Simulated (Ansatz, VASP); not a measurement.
## WS2 (Tungstenite) in two plane-wave programs

One calculation is typed for both programs; each brings its own data sets. How far apart do they land? The cell is taken from a series of runs on this material, whose earlier steps may have relaxed, scaled, displaced or heated it; both programs get it as it stands.

Calculated with Ansatz 0.2.0; plane waves, with VASP 6.6.1 beside it; single point at HSE06.

## Step 1: The structure

The structure is hexagonal, space group P6_3/mmc (No. 194). The conventional cell has a = 3.180 Å, b = 3.180 Å, c = 11.600 Å, α = 90.00°, β = 90.00°, γ = 120.00°. W has 6 S at 2.41 Å nearest. Nearest to S lie 3 W at 2.41 Å. Farther neighbours and most contacts between anions are not listed.

## Step 2: Ansatz: single point, HSE06

Ansatz runs on PAW files that the input asks for by source.

With cell and atoms fixed, the geometry can't cause a difference; cores, projectors, grids and the points listed under the comparison can.

File input.yaml:

```yaml
crystal:
  lattice:
    - [3.18, 0.0, 0.0]
    - [-1.59, 2.753960784, 0.0]
    - [0.0, 0.0, 11.6]
  atoms:
    - { symbol: W, position: [0.3333333333, 0.6666666667, 0.2887931034] }
    - { symbol: W, position: [0.6666666667, 0.3333333333, 0.7887931034] }
    - { symbol: S, position: [0.3333333333, 0.6666666667, 0.6540948276] }
    - { symbol: S, position: [0.6666666667, 0.3333333333, 0.1540948276] }
    - { symbol: S, position: [0.3333333333, 0.6666666667, 0.9234913793] }
    - { symbol: S, position: [0.6666666667, 0.3333333333, 0.4234913793] }
kpoints:
  mp_grid: { grid: [4, 4, 2] }
hamiltonian:
  xc: hse06
  pseudopotentials: { kind: paw, source: ansatz }
scf:
  occupations: { method: fixed }
  n_extra_bands: 6
  convergence: { dr2_threshold: 1.0e-09 }
output:
  eigenvalues: true
```

Launch:

```sh
$ ansatz run input.yaml --threads 16 --pin off --max-ram 73728MiB --backend cpu --events-out ev --progress --plain --runs-dir out
```

Numbers of over 12 decimals in the logs are rounded to 6 here.

Log:

```text
scf.n_extra_bands = 6 over 40 filled bands (N_el = 80.0): the run solves 46 bands
Engine: ansatz 0.2.0, aarch64-unknown-linux-gnu
Pseudopotentials: kind: paw
Pseudopotential: W, paw, valence charge 28, recommended cutoff 760 eV (normal), W.paw.azcp
Pseudopotential: S, paw, valence charge 6, recommended cutoff 510 eV (normal), S.paw.azcp
Functional definition: HSE06
  parameter a = 0.25
  parameter omega = 0.11/bohr
  exchange = pbe_x - a*pbe_x_sr(omega) + a*exact_x_sr(omega)
  correlation = pbe_c
davidson cushion auto → on  (no smearing: the cushion is to keep the highest requested band from converging to the state above it; pin scf.eigensolver.cushion to override)
Crystal: 6 atoms, lattice volume = 101.588 Å³
Basis set: ecut = 760 eV, 4811 PW (Γ)
Bands: 46, of which v1, the nominal top of the filled ones, is band 40 counted from 1 (39 counted from 0)
Symmetry: 24 space group operations
Space group: P63/mmc (ITA 194), of the structure as read, at distance tolerance 4.7e-5 Å
k-points: 8 of 32
Non-local potential: W, projectors of the file, l = 0: 3, l = 1: 3, l = 2: 2, l = 3: 3
Non-local potential: S, projectors of the file, l = 0: 2, l = 1: 2, l = 2: 2
PAW form: soft (Blöchl's): semilocal exchange-correlation on the pseudo side does not see the compensation charge
PAW frozen core: W, regenerated for the run's functional, and the local potential with it (the file was generated under x = pbe(κ = 0.804, μ = 0.219515), c = pbe(β = 0.066725))
PAW frozen core: S, regenerated for the run's functional, and the local potential with it (the file was generated under x = pbe(κ = 0.804, μ = 0.219515), c = pbe(β = 0.066725))
PAW one-centre angular grid: W, 590 points (default); XC on 96 Gauss nodes
PAW one-centre angular grid: S, 110 points (default); XC on 64 Gauss nodes
Initial density: superposition of atomic densities (chi_scale 0.1, normalization cell, long waves kept (reshape's long-wave potential 0.03 eV rms))
Initial wavefunctions: pseudopotential atomic-orbital guess
Functional: x = pbe(κ = 0.804, μ = 0.219515), c = pbe(β = 0.066725), warm-up for x = pbe(κ = 0.804, μ = 0.219515) + 0.25 (exact − pbe) at short range (hse, ω = 0.207870 Å⁻¹), c = pbe(β = 0.066725); HSE06 as pw.x's `hse` composes it (authors' and Libxc's form: `xc: wpbeh`)
SCF iter   1: F=—  HF=-39375.566487 eV  |F-HF|=—  |Δ(HF+E_count)|=         —  Δρ=4.04e-2  dr2=2.81e0  ethr=1.00e-1  ⟨swp⟩=4.2  Hψ=1046  notcnv=0
preconditioner: auto → none  [insulator: Δε(μ)=0.979 eV  Ē_g=18.386 eV  n_scr=38 (ndim 8)  ℏωp=29.5 eV  f_vac=0.006]
SCF iter   2: F=—  HF=-39375.732168 eV  |F-HF|=—  |Δ(HF+E_count)|=   1.66e-1  Δρ=3.34e-2  dr2=3.12e0  ethr=3.52e-3  ⟨swp⟩=4.6  Hψ=1076  notcnv=0
SCF iter   3: F=—  HF=-39375.418604 eV  |F-HF|=—  |Δ(HF+E_count)|=   3.14e-1  Δρ=2.12e-2  dr2=1.19e0  ethr=3.52e-3  ⟨swp⟩=3.8  Hψ=937  notcnv=0  defer=1
SCF iter   4: F=—  HF=-39375.252031 eV  |F-HF|=—  |Δ(HF+E_count)|=   1.67e-1  Δρ=8.60e-3  dr2=1.53e-1  ethr=1.48e-3  ⟨swp⟩=2.5  Hψ=826  notcnv=0
iter 5 solved again at ethr=6.82e-6 eV; its pass at ethr=1.91e-4 eV (dr2=5.45e-3 eV) is discarded
SCF iter   5: F=—  HF=-39375.231077 eV  |F-HF|=—  |Δ(HF+E_count)|=   2.10e-2  Δρ=2.01e-3  dr2=5.09e-3  ethr=6.82e-6  ⟨swp⟩=4.0  Hψ=1816  notcnv=0
SCF iter   6: F=-39375.230523 eV  HF=-39375.230554 eV  |F-HF|=3.14e-5  |Δ(HF+E_count)|=   5.23e-4  Δρ=3.61e-4  dr2=8.88e-5  ethr=6.37e-6  ⟨swp⟩=3.0  Hψ=864  notcnv=0
SCF 1 stopped early in 6 iterations: F = -39375.230523 eV  dr2 = 8.88e-5
  greatest PAW one-centre occupation: 0.998 electrons in one spin orbital (limit 2), on the W atom at site 1 (counted from 0), in its partial waves of l = 3
Initial density: handed on by an earlier stage of this run
Initial wavefunctions: those handed on with the density
Functional: x = pbe(κ = 0.804, μ = 0.219515) + 0.25 (exact − pbe) at short range (hse, ω = 0.207870 Å⁻¹), c = pbe(β = 0.066725); HSE06 as pw.x's `hse` composes it (authors' and Libxc's form: `xc: wpbeh`)
Exchange kernel: α = 0.2500, screened, ω = 0.2079 Å⁻¹, Wigner–Seitz truncation, v(0) = 1002.5759 eV·Å³, q-mesh 4×4×2, nearest image of the exchange supercell L = 12.72 Å, pair-density grid 25×25×108, without the augmentation charges, whose exchange is taken in its separable form by FFT convolution over the k-point mesh (the finest that the files' search goes to), smooth part of the exact exchange by density-matrix convolution
Frozen-core exchange: fock
SCF iter   1: F=—  HF=-39378.537136 eV  |F-HF|=—  |Δ(HF+E_count)|=         —  Δρ=9.61e-3  dr2=6.80e-2  ethr=1.11e-6  ⟨swp⟩=7.2  Hψ=2028  notcnv=0
preconditioner: auto → none  [insulator: Δε(μ)=1.615 eV  Ē_g=9.918 eV  n_scr=38 (ndim 8)  ℏωp=22.1 eV  f_vac=0.023]
SCF iter   2: F=—  HF=-39378.483830 eV  |F-HF|=—  |Δ(HF+E_count)|=   5.33e-2  Δρ=2.19e-3  dr2=1.60e-2  ethr=1.11e-6  ⟨swp⟩=4.4  Hψ=1500  notcnv=0
SCF iter   3: F=—  HF=-39378.480856 eV  |F-HF|=—  |Δ(HF+E_count)|=   2.97e-3  Δρ=4.94e-4  dr2=1.93e-3  ethr=1.11e-6  ⟨swp⟩=4.6  Hψ=1254  notcnv=0
[...]
SCF iter   5: F=—  HF=-39378.502906 eV  |F-HF|=—  |Δ(HF+E_count)|=   6.63e-4  Δρ=1.32e-4  dr2=1.19e-4  ethr=1.30e-7  ⟨swp⟩=4.1  Hψ=1279  notcnv=0
SCF iter   6: F=—  HF=-39378.503529 eV  |F-HF|=—  |Δ(HF+E_count)|=   6.23e-4  Δρ=2.48e-4  dr2=8.00e-5  ethr=3.50e-8  ⟨swp⟩=4.6  Hψ=1314  notcnv=0
SCF iter   7: F=-39378.503508 eV  HF=-39378.503509 eV  |F-HF|=3.05e-7  |Δ(HF+E_count)|=   2.07e-5  Δρ=1.69e-5  dr2=4.20e-6  ethr=3.50e-8  ⟨swp⟩=3.0  Hψ=984  notcnv=0
SCF 2 stopped early in 7 iterations: F = -39378.503508 eV  dr2 = 4.20e-6
hybrid outer 1: dexx = +2.606e-2 eV, tail = 3.14e-4 eV
Exchange kernel: α = 0.2500, screened, ω = 0.2079 Å⁻¹, Wigner–Seitz truncation, v(0) = 1002.5759 eV·Å³, q-mesh 4×4×2, nearest image of the exchange supercell L = 12.72 Å, pair-density grid 25×25×108, without the augmentation charges, whose exchange is taken in its separable form by FFT convolution over the k-point mesh (the finest that the files' search goes to), smooth part of the exact exchange by density-matrix convolution
Frozen-core exchange: fock
SCF iter   1: F=—  HF=-39378.503170 eV  |F-HF|=—  |Δ(HF+E_count)|=         —  Δρ=8.18e-5  dr2=2.37e-5  ethr=1.96e-6  ⟨swp⟩=2.0  Hψ=816  notcnv=0
preconditioner: auto → none  [insulator: Δε(μ)=1.623 eV  Ē_g=9.877 eV  n_scr=38 (ndim 8)  ℏωp=22.1 eV  f_vac=0.024]
iter 2 solved again at ethr=1.77e-9 eV; its pass at ethr=2.15e-8 eV (dr2=1.42e-6 eV) is discarded
SCF iter   2: F=—  HF=-39378.503170 eV  |F-HF|=—  |Δ(HF+E_count)|=   8.24e-7  Δρ=3.23e-5  dr2=1.65e-6  ethr=1.77e-9  ⟨swp⟩=2.9  Hψ=1906  notcnv=0
SCF iter   3: F=—  HF=-39378.503170 eV  |F-HF|=—  |Δ(HF+E_count)|=   7.88e-7  Δρ=1.19e-5  dr2=2.41e-7  ethr=1.77e-9  ⟨swp⟩=4.0  Hψ=1026  notcnv=0
SCF iter   4: F=—  HF=-39378.503170 eV  |F-HF|=—  |Δ(HF+E_count)|=   7.12e-8  Δρ=1.69e-6  dr2=1.63e-8  ethr=2.13e-10  ⟨swp⟩=3.2  Hψ=1028  notcnv=0
SCF iter   5: F=—  HF=-39378.503170 eV  |F-HF|=—  |Δ(HF+E_count)|=   8.63e-8  Δρ=4.31e-6  dr2=5.36e-8  ethr=2.63e-12  ⟨swp⟩=6.0  Hψ=1431  notcnv=0
SCF iter   6: F=-39378.503170 eV  HF=-39378.503170 eV  |F-HF|=6.26e-10  |Δ(HF+E_count)|=   1.06e-8  Δρ=5.97e-7  dr2=7.54e-10  ethr=2.63e-12  ⟨swp⟩=5.0  Hψ=1204  notcnv=0
SCF 3 converged in 6 iterations: F = -39378.503170 eV  dr2 = 7.54e-10
hybrid outer 2: dexx = +1.432e-6 eV, tail = 2.29e-8 eV, Δε = 3.58e-3 eV (about 8.55e-5 eV left of the loop's levels)
hybrid SCF converged: 2 outer / 13 inner (+6 warm-up), last move |dexx| = 1.43e-6 eV, tail = 2.29e-8 eV
Stability not checked: this state was not tested for a lower state beside it, because the functional holds exact exchange (a hybrid, or Hartree-Fock), whose exchange loop this test does not read (fock_operator; see scf.lower_state_search)
Free energy (F): -39378.503171 eV
Frozen-core exchange: fock
Harris-Foulkes:  -39378.503171 eV  (|F-HF|=6.26e-10)
Internal energy: -39378.503171 eV  (E = F + TS)
E sigma→0 (E₀):  -39378.503171 eV
Fermi energy:    14.156063 eV
--- Per-component energies (eV) ---
  E_band       = -871.915602
  E_kinetic    = 1959.103025
  E_local      = -26551.860951  (includes V_loc(G=0)·N_el)
  E_nonlocal   = 3547.127381
  E_hartree    = 9620.283077
  E_xc         = -690.879976
  E_vxc        = -771.976809  (∫ρ·V_xc dr)
  E_exx        = -311.061553  (= α·E_x^exact, valence–valence)
  E_paw        = -17360.580785  (= ΣΔE_a)
  E_vpaw       = 2327.248117  (= ΣTr[D̂ρ^β])
  E_aug_tail   = -0.000076  (compensation charges beyond the density's cutoff)
  E_ewald      = -9590.361412
  E_core_change = -0.271901  (= ΣΔE_core)
  E_smearing   = -0.000000  (= −TS)
  E_closure    = -0.000000  (closes the sum)
  Σ components = -39378.503171   (vs F -39378.503171, Δ=0.00e0)
--- Band table (eV; the first three rows and the last of 8) ---
  k-point 0: bands = [... 36 lower, 11.3448, 12.6288, 12.7763, 14.1561, 16.6530, 16.6530, 16.7486, 16.7486, ... 2 higher]
  k-point 1: bands = [... 36 lower, 11.2719, 11.2719, 13.8615, 13.8615, 16.6974, 16.6974, 16.6974, 16.6974, ... 2 higher]
  k-point 2: bands = [... 36 lower, 10.8656, 11.8796, 11.9983, 12.2866, 15.8262, 16.1066, 16.5874, 16.8982, ... 2 higher]
  k-point 7: bands = [... 36 lower, 10.7995, 10.7995, 12.4876, 12.4876, 16.1078, 16.1078, 17.0144, 17.0144, ... 2 higher]
```

## Step 3: VASP: single point, HSE06

The same cell, functional and mesh now go to VASP, with its own data sets.

Lines of VASP's logs that name or quote its potential files are left out, and so is its time.

The run reads the wave functions of an earlier VASP run, which isn't shown here.

File INCAR:

```
SYSTEM = WS2
PREC = Accurate
ENCUT = 400
EDIFF = 1E-06
NELM = 100
ISMEAR = 0
SIGMA = 0.01
LREAL = .FALSE.
ALGO = Normal
LHFCALC = .TRUE.
AEXX = 0.25
GGA = PE
HFSCREEN = 0.208
LASPH = .TRUE.
NBANDS = 24
PRECFOCK = Fast
LORBIT = 11
LWAVE = .FALSE.
LCHARG = .FALSE.
KPAR = 4
NCORE = 2
ISIF = 2
```

File POSCAR:

```
WS2
1.0
    3.1800000000      0.0000000000      0.0000000000
   -1.5900000000      2.7539607840      0.0000000000
    0.0000000000      0.0000000000     11.6000000000
W S
2 4
Direct
    0.3333333333      0.6666666667      0.2887931034
    0.6666666667      0.3333333333      0.7887931034
    0.3333333333      0.6666666667      0.6540948276
    0.6666666667      0.3333333333      0.1540948276
    0.3333333333      0.6666666667      0.9234913793
    0.6666666667      0.3333333333      0.4234913793
```

File KPOINTS:

```
Automatic mesh
0
Gamma
4 4 2
0 0 0
```

PAW data sets: W and S (PBE family, release 64).

Launch:

```sh
$ mpirun -np 8 vasp_std
```

Log:

```text
[banner, memory and clock lines left out]
running    8 mpi-ranks, on    1 nodes
 distrk:  each k-point on    2 cores,    4 groups
 distr:  one band on    2 cores,    1 groups

 POSCAR found type information on POSCAR W S
 POSCAR found :  2 types and       6 ions
 LDA part: xc-table for (Slater+PW92), standard interpolation
 found WAVECAR, reading the header
 POSCAR, INCAR and KPOINTS ok, starting setup
 FFT: planning ... GRIDC
 FFT: planning ... GRID_SOFT
 FFT: planning ... GRID
 reading WAVECAR
 the WAVECAR file was read successfully
 initial charge from wavefunction
 entering main loop
       N       E                     dE             d eps       ncg     rms          rms(c)
DAV:   1    -0.562741683609E+02   -0.56274E+02   -0.18524E+00   392   0.144E+01    0.123E+01
DAV:   2    -0.562698439311E+02    0.43244E-02   -0.61458E-02   440   0.137E+00    0.723E+00
DAV:   3    -0.562682903591E+02    0.15536E-02   -0.14658E-02   496   0.650E-01    0.421E+00
DAV:   4    -0.562670468668E+02    0.12435E-02   -0.17890E-03   480   0.264E-01    0.253E+00
DAV:   5    -0.562668640643E+02    0.18280E-03   -0.13197E-03   496   0.177E-01    0.150E+00
DAV:   6    -0.562668317315E+02    0.32333E-04   -0.17270E-04   456   0.905E-02    0.844E-01
DAV:   7    -0.562668263508E+02    0.53807E-05   -0.53451E-05   528   0.420E-02    0.490E-01
DAV:   8    -0.562668278663E+02   -0.15155E-05   -0.79861E-06   480   0.162E-02    0.295E-01
DAV:   9    -0.562668294332E+02   -0.15669E-05   -0.29229E-06   376   0.913E-03    0.177E-01
DAV:  10    -0.562668308817E+02   -0.14485E-05   -0.69632E-07   288   0.512E-03    0.104E-01
DAV:  11    -0.562668320200E+02   -0.11383E-05   -0.22271E-07   272   0.305E-03    0.625E-02
DAV:  12    -0.562668327933E+02   -0.77328E-06   -0.81186E-08   264   0.182E-03
   1 F= -.56266833E+02 E0= -.56266833E+02  d E =-.756564E-31
```

Parts of OUTCAR (step 3):

```text
ion  position               nearest neighbor table
   1  0.333  0.667  0.289-   4 2.41   4 2.41   4 2.41   6 2.41   6 2.41   6 2.41
   2  0.667  0.333  0.789-   3 2.41   3 2.41   3 2.41   5 2.41   5 2.41   5 2.41
   3  0.333  0.667  0.654-   2 2.41   2 2.41   2 2.41
   4  0.667  0.333  0.154-   1 2.41   1 2.41   1 2.41
   5  0.333  0.667  0.923-   2 2.41   2 2.41   2 2.41
   6  0.667  0.333  0.423-   1 2.41   1 2.41   1 2.41

  LATTYP: Found a hexagonal cell.
 ALAT       =     3.1800000000
 C/A-ratio  =     3.6477987421

 Subroutine GETGRP returns: Found 24 space group operations
 (whereof  6 operations were pure point group operations)

The static configuration has the point symmetry C_3v.
 The point group associated with its full space group is D_6h.

 Found      8 irreducible k-points:

   k-points           NKPTS =      8   k-points in BZ     NKDIM =     32   number of bands    NBANDS=     24

   dimension x,y,z NGX =    24 NGY =   24 NGZ =   80
   dimension x,y,z NGXF=    48 NGYF=   48 NGZF=  160

   ENCUT  =  400.0 eV  29.40 Ry    5.42 a.u.   5.19  5.19 18.92*2*pi/ulx,y,z

   NELECT =      36.0000    total number of electrons

 k-points in reciprocal lattice and weights: Automatic mesh
   0.00000000  0.00000000  0.00000000       0.031
   0.25000000  0.00000000  0.00000000       0.188
   0.50000000  0.00000000  0.00000000       0.094
   0.25000000  0.25000000  0.00000000       0.188
   0.00000000  0.00000000  0.50000000       0.031
   0.25000000  0.00000000  0.50000000       0.188
   0.50000000  0.00000000  0.50000000       0.094
   0.25000000  0.25000000  0.50000000       0.188

  exchange ACFDT corr.  =         0.00000000  see jH, gK, PRB 81, 115126

 average (electrostatic) potential at core
       1 -35.2734       2 -35.2734       3 -81.7015       4 -81.7015       5 -81.7015
       6 -81.7015

 E-fermi :   6.9305

 k-point     1 :       0.0000    0.0000    0.0000
  band No.  band energies     occupation
    ...
     14       4.1082      2.00000
     15       4.1082      2.00000
     16       5.3480      2.00000
     17       5.5493      2.00000
     18       6.8511      2.00000
     19       9.4008      0.00000
     20       9.4008      0.00000
     21       9.4948      0.00000
     22       9.4949      0.00000
     23       9.5146      0.00000
    ...

 k-point     2 :       0.2500    0.0000    0.0000
  band No.  band energies     occupation
    ...
     14       3.6141      2.00000
     15       3.6239      2.00000
     16       4.6276      2.00000
     17       4.7270      2.00000
     18       5.0137      2.00000
     19       8.5679      0.00000
     20       8.8371      0.00000
     21       9.3226      0.00000
     22       9.6409      0.00000
     23       9.6903      0.00000
    ...

 k-point     3 :       0.5000    0.0000    0.0000
  band No.  band energies     occupation
    ...
     14       3.6024      2.00000
     15       4.1116      2.00000
     16       4.5139      2.00000
     17       4.5679      2.00000
     18       4.9447      2.00000
     19       9.3886      0.00000
     20       9.4871      0.00000
     21       9.7219      0.00000
     22      10.0950      0.00000
     23      10.4942      0.00000
    ...

  Total       -3.0731765     -3.0731765      0.3347284     -0.0000000     -0.0000000      0.0000000
  in kB      -48.4680147    -48.4680147      5.2791049     -0.0000000     -0.0000000      0.0000000
  external PRESSURE =     -30.5523081 kB  Pullay stress =       0.0000000 kB

  energy-cutoff  :      400.00
  volume of cell :      101.59
      direct lattice vectors                 reciprocal lattice vectors
     3.180000000  0.000000000  0.000000000     0.314465409  0.181556688  0.000000000
    -1.590000000  2.753960784  0.000000000     0.000000000  0.363113377  0.000000000
     0.000000000  0.000000000 11.600000000     0.000000000  0.000000000  0.086206897

 POSITION                                       TOTAL-FORCE (eV/Angst)
 -----------------------------------------------------------------------------------
     -0.00000      1.83597      3.35000        -0.000000      0.000000     -0.000000
      1.59000      0.91799      9.15000         0.000000      0.000000     -0.000000
     -0.00000      1.83597      7.58750         0.000000     -0.000000      0.877432
      1.59000      0.91799      1.78750        -0.000000      0.000000      0.877432
     -0.00000      1.83597     10.71250         0.000000     -0.000000     -0.877432
      1.59000      0.91799      4.91250        -0.000000      0.000000     -0.877432
 -----------------------------------------------------------------------------------
    total drift:                               -0.000011      0.000008     -0.000015

  FREE ENERGIE OF THE ION-ELECTRON SYSTEM (eV)
  ---------------------------------------------------
  free  energy   TOTEN  =       -56.2668327933 eV

  energy  without entropy=      -56.2668327933  energy(sigma->0) =      -56.26683279

 total charge
# of ion       s       p       d       tot
------------------------------------------
    1        0.652   0.722   4.455   5.830
    2        0.652   0.722   4.455   5.830
    3        1.358   2.363   0.000   3.720
    4        1.358   2.363   0.000   3.720
    5        1.358   2.363   0.000   3.720
    6        1.358   2.363   0.000   3.720
--------------------------------------------------
tot          6.735  10.896   8.910  26.541

[... 3 further parts left out ...]
```

This run has no spin polarisation, so a moment on W, if there is one, isn't seen. The gap is read on the k-mesh alone, so it is an upper bound where the band edges lie off the mesh. The k-mesh is coarse for exact exchange; levels may shift by about 0.1 eV on a finer one. The PAW data sets were made with PBE, which is usual practice but a small mismatch for other functionals. The data set W keeps the semicore shell frozen, which is cheaper and a little less accurate.

## Step 4: Differences

Known differences besides the potentials themselves: exact exchange at q = 0 is treated differently, which shows on coarse meshes; VASP keeps PBE cores, Ansatz makes them for the functional; fixed occupations in Ansatz, narrow Gaussian smearing in VASP; the data sets hold 80 valence electrons in Ansatz (on PAW files that the input asks for by source) and 36 in VASP; the cutoff is 760 eV in Ansatz and 400 eV in VASP; VASP takes a coarser grid for exact exchange (PRECFOCK = Fast). Total energies have different zeros and are not compared.

Compared:

```tsv
quantity	Ansatz	VASP	difference
gap on the k mesh (eV)	1.624	1.662	-0.038
```

A gap on the mesh is an upper bound, since the band edges may lie between its points; neither run holds spin-orbit coupling, which can move the band edges of a compound of W.

## Step 5: Outcome

- difference in gap on the k mesh (single point, HSE06): -0.038 eV

What this shows: The difference in gap on the k mesh is -0.038 eV (single point, HSE06), within the 0.08 eV picked in this series as the mark of a large difference. The data sets hold unlike numbers of valence electrons (80 in Ansatz and 36 in VASP), so part of the differences comes from the potentials. Such differences can come from data sets, numerical settings and the points named under the comparisons, not from the functional's error against experiment.

[Lines on the potential files, build, host, timing and source positions are cut from VASP's logs without a mark.]

[Logs are printed without paths, hosts, clocks, repeated set-up lines and the standing remarks that a program may print on its own settings, such as how far it seeks lower states.]

[Hosts, paths, dates, database ids (printed as entryN), source tags and the programs' standing remarks are cut or masked in the printed files.]
